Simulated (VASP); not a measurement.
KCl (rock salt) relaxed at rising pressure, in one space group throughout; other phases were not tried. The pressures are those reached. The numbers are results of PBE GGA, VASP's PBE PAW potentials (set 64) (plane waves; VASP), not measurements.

```json
[
 {"P (GPa)": "-0.01", "V (Å³/atom)": "32.522", "k-mesh": "7×7×7"},
 {"P (GPa)": "4.99", "V (Å³/atom)": "26.851", "k-mesh": "8×8×8"},
 {"P (GPa)": "10.00", "V (Å³/atom)": "24.166", "k-mesh": "8×8×8"},
 {"P (GPa)": "20.14", "V (Å³/atom)": "21.127", "k-mesh": "8×8×8"},
 {"P (GPa)": "29.93", "V (Å³/atom)": "19.357", "k-mesh": "9×9×9"}
]
```

A change of mesh leaves a small step in the series.

### Question
Fit an equation of state and predict the volume at 44.82 GPa.

### Answer
Least squares on the third-order Birch-Murnaghan form, P = (3B0/2)(y⁷ − y⁵)[1 + (3/4)(B′ − 4)(y² − 1)] with y = (V0/V)^(1/3), gives V0 = 32.484 Å³/atom, B0 = 17 GPa and B′ = 4.7, and so 17.589 Å³/atom. The run gave 17.571 Å³/atom, -0.1 % from the fit.

Pressures at which the relaxation failed are left out.

The compound is KCl in the rock salt structure.
